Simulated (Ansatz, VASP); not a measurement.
## Cross-check of LiZnF3 between VASP and Ansatz

Wanted: the spread between two codes on one cell, functional and k mesh. The cell is generated by rule, not measured, and may not be a known phase. The cell is taken from a series of runs on this material, whose earlier steps may have relaxed, scaled, displaced or heated it; both programs get it as it stands.

Method: plane waves, with VASP 6.6.1 beside it; relaxation of cell and atoms at PBEsol, in Ansatz 0.2.0.

The structure was built from a prototype and need not be the compound's stable phase.

### 1. Set-up

Symmetry: R-3c, No. 167, trigonal system. The conventional cell has a = 5.183 Å, b = 5.183 Å, c = 13.843 Å, α = 90.00°, β = 90.00°, γ = 120.00°. Nearest to Li lie 3 F at 1.84 Å. Nearest to Zn lie 6 F at 2.03 Å. F has 1 Li at 1.84 Å and 2 Zn at 2.03 Å nearest. Farther neighbours and most contacts between anions are not listed.

### 2. Ansatz: relaxation of cell and atoms, PBEsol, pair 1

Ansatz runs on its PAW soft_1 files.

The relaxed volume is the usual yardstick between codes: in a stiff, nearly cubic crystal its relative difference is about their pressure difference at one cell divided by the bulk modulus.

Input file input.yaml:

```yaml
crystal:
  lattice:
    - [2.591369422, 1.4961278334, 4.6143824193]
    - [-2.591369422, 1.4961278334, 4.6143824193]
    - [0.0, -2.9922556667, 4.6143824193]
  atoms:
    - { symbol: Li, position: [0.75, 0.75, 0.75] }
    - { symbol: Li, position: [0.25, 0.25, 0.25] }
    - { symbol: Zn, position: [0.5, 0.5, 0.5] }
    - { symbol: Zn, position: [0.0, 0.0, 0.0] }
    - { symbol: F, position: [0.25, 0.8942456559, 0.6057543441] }
    - { symbol: F, position: [0.75, 0.1057543441, 0.3942456559] }
    - { symbol: F, position: [0.6057543441, 0.25, 0.8942456559] }
    - { symbol: F, position: [0.3942456559, 0.75, 0.1057543441] }
    - { symbol: F, position: [0.8942456559, 0.6057543441, 0.25] }
    - { symbol: F, position: [0.1057543441, 0.3942456559, 0.75] }
kpoints:
  mp_grid: { grid: [6, 6, 6] }
hamiltonian:
  xc: pbesol
  pseudopotentials: { kind: paw, azcp: { folder: soft_1 }, xc_functional: pbe }
scf:
  occupations: { method: fixed }
output:
  forces: true
  stress: true
  eigenvalues: true
relax:
  adjacent_minimum: "off"
  f_tol: 0.001
  max_steps: 60
  cell: { stress_tol: 0.01 }
```

Launch:

```bash
> ansatz run input.yaml --threads 4 --pin off --max-ram 16384MiB --backend cpu --events-out ev --progress --plain --runs-dir out
```

Numbers of over 12 decimals in the logs are rounded to 6 here.

The program printed:

```text
Engine: ansatz 0.2.0, x86_64-unknown-linux-gnu
Pseudopotentials: kind: paw
Pseudopotential: Li, paw, valence charge 3, recommended cutoff 420 eV (normal), soft_1/Li.paw.azcp
Pseudopotential: Zn, paw, valence charge 12, recommended cutoff 420 eV (normal), soft_1/Zn.paw.azcp
Pseudopotential: F, paw, valence charge 7, recommended cutoff 420 eV (normal), soft_1/F.paw.azcp
Functional definition: PBEsol
  exchange = pbesol_x
  correlation = pbesol_c
Crystal: 10 atoms, lattice volume = 107.340 Å³
Basis set: ecut = 420 eV, 2109 PW (Γ), exchange–correlation on 80×80×80 points (8 copies of the dense FFT grid, shifted against one another)
Bands: 46, of which v1, the nominal top of the filled ones, is band 36 counted from 1 (35 counted from 0)
Symmetry: 12 space group operations
Space group: R-3c (ITA 167), of the structure as read, at distance tolerance 4.8e-5 Å
k-points: 32 of 216
Non-local potential: Li, projectors of the file, l = 0: 3, l = 1: 2, l = 2: 1
Non-local potential: Zn, projectors of the file, l = 0: 2, l = 1: 2, l = 2: 3, l = 3: 1
Non-local potential: F, projectors of the file, l = 0: 2, l = 1: 2, l = 2: 1
PAW form: soft (Blöchl's): semilocal exchange-correlation on the pseudo side does not see the compensation charge
PAW frozen core: Zn, regenerated for the run's functional, and the local potential with it (the file was generated under x = pbe(κ = 0.804, μ = 0.219515), c = pbe(β = 0.066725))
PAW frozen core: F, regenerated for the run's functional, and the local potential with it (the file was generated under x = pbe(κ = 0.804, μ = 0.219515), c = pbe(β = 0.066725))
PAW one-centre angular grid: Li, 110 points (default); XC on 64 Gauss nodes
PAW one-centre angular grid: Zn, 590 points (default); XC on 64 Gauss nodes
PAW one-centre angular grid: F, 110 points (default); XC on 64 Gauss nodes
Initial density: superposition of atomic densities (chi_scale 0.1, normalization cell, long waves kept (reshape's long-wave potential 0.05 eV rms))
Initial wavefunctions: pseudopotential atomic-orbital guess
Functional: x = pbesol(κ = 0.804, μ = 0.123457), c = pbesol(β = 0.046)
SCF iter   1: F=—  HF=-11788.359851 eV  |F-HF|=—  |Δ(HF+E_count)|=         —  Δρ=1.95e-1  dr2=2.44e1  ethr=3.10e-3  ⟨swp⟩=4.6  Hψ=6041  notcnv=0  defer=248
preconditioner: auto → Resta (q_TF=auto, 2.553 Å⁻¹)  ε∞=3.7  [insulator: Δε(μ)=3.644 eV  Ē_g=18.102 eV  n_scr=26 (ndim 8)  ℏωp=29.6 eV  f_vac=0.000  ε∞_Penn≈3.7]
SCF iter   2: F=—  HF=-11779.907623 eV  |F-HF|=—  |Δ(HF+E_count)|=    8.45e0  Δρ=4.33e-2  dr2=1.49e0  ethr=3.10e-3  ⟨swp⟩=3.5  Hψ=3932  notcnv=0  defer=254
SCF iter   3: F=—  HF=-11779.071226 eV  |F-HF|=—  |Δ(HF+E_count)|=   8.36e-1  Δρ=2.38e-2  dr2=5.79e-1  ethr=2.07e-3  ⟨swp⟩=2.0  Hψ=2678  notcnv=0  defer=253
SCF iter   4: F=—  HF=-11778.995227 eV  |F-HF|=—  |Δ(HF+E_count)|=   7.60e-2  Δρ=1.14e-2  dr2=5.33e-2  ethr=8.04e-4  ⟨swp⟩=3.0  Hψ=2371  notcnv=0  defer=255
SCF iter   5: F=—  HF=-11779.060096 eV  |F-HF|=—  |Δ(HF+E_count)|=   6.49e-2  Δρ=8.05e-3  dr2=3.90e-2  ethr=7.40e-5  ⟨swp⟩=3.0  Hψ=2752  notcnv=0  defer=256
SCF iter   6: F=—  HF=-11779.044796 eV  |F-HF|=—  |Δ(HF+E_count)|=   1.53e-2  Δρ=3.05e-3  dr2=4.65e-3  ethr=5.42e-5  ⟨swp⟩=2.1  Hψ=2306  notcnv=0  defer=256
SCF iter   7: F=—  HF=-11779.044318 eV  |F-HF|=—  |Δ(HF+E_count)|=   4.79e-4  Δρ=7.07e-4  dr2=2.82e-4  ethr=6.46e-6  ⟨swp⟩=2.0  Hψ=2297  notcnv=0  defer=256
SCF iter   8: F=—  HF=-11779.044329 eV  |F-HF|=—  |Δ(HF+E_count)|=   1.13e-5  Δρ=8.43e-5  dr2=4.37e-6  ethr=3.92e-7  ⟨swp⟩=2.0  Hψ=2271  notcnv=0  defer=256
SCF iter   9: F=—  HF=-11779.044333 eV  |F-HF|=—  |Δ(HF+E_count)|=   3.85e-6  Δρ=1.76e-5  dr2=1.80e-7  ethr=6.07e-9  ⟨swp⟩=2.0  Hψ=2368  notcnv=0  defer=126
SCF iter  10: F=-11779.044333 eV  HF=-11779.044333 eV  |F-HF|=6.69e-10  |Δ(HF+E_count)|=   5.03e-8  Δρ=1.73e-6  dr2=2.53e-9  ethr=1.39e-10  ⟨swp⟩=10.9  Hψ=7568  notcnv=0
SCF 1 converged in 10 iterations: F = -11779.044333 eV  dr2 = 2.53e-9
  greatest PAW one-centre occupation: 1.000 electrons in one spin orbital (limit 2), on the Li atom at site 1 (counted from 0), in its partial waves of l = 0
relax step   1: F+E_penalty+E_count = -11779.04433281 eV  Δ(F+E_penalty+E_count) = +0.000e0 eV  max|allowed force component| = 2.695e-3 eV/Å  Δτ_max = 0.0000 Å  P = +0.025 GPa  Ω = 107.340 Å³  (10 SCF iters, dr2 threshold 1.00e-7 eV, accepted)
[...]
relax step   2: F+E_penalty+E_count = -11779.04428561 eV  Δ(F+E_penalty+E_count) = +4.720e-5 eV  max|allowed force component| = 1.854e-3 eV/Å  Δτ_max = 0.0001 Å  P = +0.011 GPa  Ω = 107.356 Å³  energy of the carried Pulay correction = -5.083e-5 eV  (4 SCF iters, dr2 threshold 3.42e-9 eV, accepted)
[...]
relax step   3: F+E_penalty+E_count = -11779.04425080 eV  Δ(F+E_penalty+E_count) = +3.481e-5 eV  max|allowed force component| = 2.820e-4 eV/Å  Δτ_max = 0.0002 Å  P = -0.002 GPa  Ω = 107.368 Å³  energy of the carried Pulay correction = -8.754e-5 eV  (5 SCF iters, dr2 threshold 7.58e-10 eV, accepted)
[...]
relax step   4: F+E_penalty+E_count = -11779.04430888 eV  Δ(F+E_penalty+E_count) = -5.808e-5 eV  max|allowed force component| = 2.832e-4 eV/Å  Δτ_max = 0.0000 Å  P = -0.000 GPa  Ω = 107.368 Å³  stress off target by 4.49e-3 GPa  SCF on the basis re-selected at this cell (its energy is not comparable with the rows above)  (4 SCF iters)
basis re-selected at this cell: Δ(F+E_penalty+E_count) = -5.808e-5 eV, ΔP = +0.002 GPa vs the last step (what re-selecting the basis moved, of the pressure what is left beyond the Pulay correction that the steps carried, after the strain that the cell walked since its last selection, with what the two solves' SCF thresholds leave and, on support functions, any second-order correction that the steps lacked; it is no m [...]
SCF converged after 4 iterations
Free energy (F): -11779.044309 eV
Harris-Foulkes:  -11779.044309 eV  (|F-HF|=1.82e-12)
Internal energy: -11779.044309 eV  (E = F + TS)
E sigma→0 (E₀):  -11779.044309 eV
Fermi energy:    2.750226 eV
--- Per-component energies (eV) ---
  E_band       = -375.204486
  E_kinetic    = 1509.425288
  E_local      = -7851.502676  (includes V_loc(G=0)·N_el)
  E_nonlocal   = 2148.301493
  E_hartree    = 2926.571487
  E_xc         = -626.055514
  E_vxc        = -710.214960  (∫ρ·V_xc dr)
  E_paw        = -4964.369030  (= ΣΔE_a)
  E_vpaw       = -1324.360783  (= ΣTr[D̂ρ^β])
  E_aug_tail   = 0.004224  (compensation charges beyond the density's cutoff)
  E_ewald      = -4923.268949
  E_core_change = 1.849368  (= ΣΔE_core)
  E_smearing   = -0.000000  (= −TS)
  E_closure    = 0.000000  (closes the sum)
  Σ components = -11779.044309   (vs F -11779.044309, Δ=0.00e0)
--- Forces (eV/Å), atoms counted from 1 ---
  atom   1  Li    -0.00000000    -0.00000000    -0.00000000
  atom   2  Li     0.00000000     0.00000000     0.00000000
  atom   3  Zn    -0.00000000     0.00000000    -0.00000000
  atom   4  Zn     0.00000000    -0.00000000     0.00000000
  atom   5  F     -0.00014161     0.00024527    -0.00000000
  atom   6  F      0.00014161    -0.00024527     0.00000000
  atom   7  F     -0.00014161    -0.00024527     0.00000000
  atom   8  F      0.00014161     0.00024527    -0.00000000
  atom   9  F      0.00028322     0.00000000    -0.00000000
  atom  10  F     -0.00028322    -0.00000000     0.00000000
  max |Σ_I F_I| component: 2.28e-18 eV/Å
--- Stress (GPa, compression-positive) ---
       -0.002900       0.000000      -0.000000
        0.000000      -0.002900       0.000000
       -0.000000       0.000000       0.004488
  P = ⅓ Tr σ = -0.0004 GPa (-0.004 kbar)
--- Band table (eV; the first three rows and the last of 32) ---
  k-point 0: bands = [... 32 lower, 1.4689, 1.4689, 2.7502, 2.7502, 6.9092, 12.5908, 12.9559, 14.1742, ... 6 higher]
  k-point 1: bands = [... 32 lower, 1.4944, 1.5961, 2.6449, 2.6474, 7.2959, 11.9807, 13.0811, 13.6204, ... 6 higher]
  k-point 2: bands = [... 32 lower, 1.6241, 1.7811, 2.3419, 2.3893, 8.2625, 10.7876, 13.0684, 13.1396, ... 6 higher]
  k-point 31: bands = [... 32 lower, 1.9480, 1.9480, 1.9480, 1.9480, 9.3904, 9.3904, 13.4058, 13.4058, ... 6 higher]
--- Relaxed structure (3 steps of the walk, 3 accepted, 1 SCFs on fresh bases) ---
  F+E_penalty+E_count = -11779.04430888 eV   max|allowed force component| = 2.832e-4 eV/Å   (the final SCF, on the basis selected at the relaxed cell)
  cell:  # Å, volume = 107.3679 Å³
    - [2.591355, 1.496120, 4.615620]
    - [-2.591355, 1.496120, 4.615620]
    - [0, -2.992240, 4.615620]
  atoms:
    - { symbol: Li, position: [0.750000, 0.750000, 0.75] }
    - { symbol: Li, position: [0.25, 0.25, 0.25] }
    - { symbol: Zn, position: [0.5, 0.5, 0.5] }
    - { symbol: Zn, position: [0, 0, 0] }
    - { symbol: F, position: [0.250000, 0.894297, 0.605703] }
    - { symbol: F, position: [0.75, 0.105703, 0.394297] }
    - { symbol: F, position: [0.605703, 0.250000, 0.894297] }
    - { symbol: F, position: [0.394297, 0.75, 0.105703] }
    - { symbol: F, position: [0.894297, 0.605703, 0.25] }
    - { symbol: F, position: [0.105703, 0.394297, 0.75] }
```

(Continued in part 2 of 2.)

[Lines on the potential files, build, host, timing and source positions are cut from VASP's logs without a mark.]

[Logs are printed without paths, hosts, clocks, repeated set-up lines and the standing remarks that a program may print on its own settings, such as how far it seeks lower states.]

[Hosts, paths, dates, database ids (printed as entryN), source tags and the programs' standing remarks are cut or masked in the printed files.]
